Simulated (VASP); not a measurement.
RhCl2: equation of state with PBE

The system is RhCl2.

```
Rh Cl
1.0
     5.68997    0.00000    0.00000
     0.00000    5.68997    0.00000
     0.00000    0.00000    3.72837
Rh Cl
2 4
Direct
  0.50000 0.50000 0.50000
  0.00000 0.00000 0.00000
  0.80262 0.19738 0.50000
  0.19738 0.80262 0.50000
  0.69738 0.69738 0.00000
  0.30262 0.30262 0.00000
```

The cell comes from a database or a generator and needn't be the stable form of this composition.

| Property | Result |
| --- | --- |
| Program | VASP 6.6.1 |
| Task | equation of state |
| Functional | PBE |
| Potentials or basis | VASP PAW PBE potentials, release 64 (Rh_pv, Cl) |
| Cutoff | 520 eV |
| k mesh | 5 × 5 × 7 |
| Occupations | fermi-dirac, width 0.05 eV |
| Spin | no spin polarisation |

| Quantity | Value |
| --- | --- |
| Equilibrium volume | 19.94 Å³/atom |
| Bulk modulus at fixed shape and positions | 81 GPa |
| Pressure derivative of the bulk modulus | 5.1 |

Energy against volume, from the lowest point:
```tsv
volume (Å³/atom)	energy (meV/atom)
18.911	14.65
19.313	4.98
19.716	0.29
20.118	0.00
20.521	3.61
20.923	10.66
21.325	20.75
```

All runs of the series together: 14 min on 1 thread of Intel(R) Xeon(R) Platinum 8259CL CPU @ 2.50GHz (Skylake/Cascade Lake), on a shared host.

Caveat: the cell was scaled at fixed shape and fractional positions, which overstates the stiffness of a crystal with free parameters, most of all of layers and chains.
